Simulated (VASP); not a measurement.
An input for Quantum ESPRESSO's pw.x (written as the equivalent of a VASP run, and not itself run):

```
&CONTROL
  calculation = 'scf'
  pseudo_dir = './pseudo'
  outdir = './out'
  tprnfor = .true.
  tstress = .true.
/
&SYSTEM
  ibrav = 0
  nat = 4
  ntyp = 2
  ecutwfc = 84
  occupations = 'smearing'
  smearing = 'gaussian'
  degauss = 0.003675
  input_dft = 'pbe'
/
&ELECTRONS
  conv_thr = 7.3e-08
  electron_maxstep = 100
/
ATOMIC_SPECIES
  Zn 65.380 Zn.upf
  O 15.999 O.upf
CELL_PARAMETERS angstrom
     1.6250000   -2.8145830    0.0000000
     1.6250000    2.8145830    0.0000000
     0.0000000    0.0000000    5.2100000
ATOMIC_POSITIONS crystal
  Zn   0.6666670  0.3333330  0.5000000
  Zn   0.3333330  0.6666670  0.0000000
  O    0.6666670  0.3333330  0.8820000
  O    0.3333330  0.6666670  0.3820000
K_POINTS automatic
  7 7 4 0 0 0
```

Task: Write the VASP files for the same calculation (PBE).

Result: One answer among several that fit: 
INCAR:
```
! general
SYSTEM =ZnO
PREC   =Accurate
ENCUT  =520
LREAL  =.FALSE.
LASPH  =.TRUE.

! electronic loop
EDIFF  =1E-6
NELM   =100
ALGO   =Normal
LMAXMIX=4

! smearing
ISMEAR =0
SIGMA  =0.05

! functional
GGA    =PE

! ions
ISIF   =2

! output
LWAVE  =.FALSE.
LCHARG =.FALSE.
```

KPOINTS:
```
Automatic mesh
0
Gamma
7 7 4
0 0 0
```

File POSCAR:
```
ZnO
1
    1.6250000000    -2.8145830000     0.0000000000
    1.6250000000     2.8145830000     0.0000000000
    0.0000000000     0.0000000000     5.2100000000
Zn O
2 2
Direct
  0.6666670000   0.3333330000   0.5000000000
  0.3333330000   0.6666670000   0.0000000000
  0.6666670000   0.3333330000   0.8820000000
  0.3333330000   0.6666670000   0.3820000000
```

POTCAR, in this order: Zn O (PBE.64 set). Program: vasp_std.

Limits of the translation: the potentials are each code's own (VASP's PAW set, PseudoDojo norm-conserving files in pw.x), so ENCUT and ecutwfc are chosen apart and not converted; conv_thr bounds pw.x's estimated SCF error, while EDIFF bounds the energy change between steps.

The compound is ZnO in the wurtzite structure. The cell was not relaxed at this level.
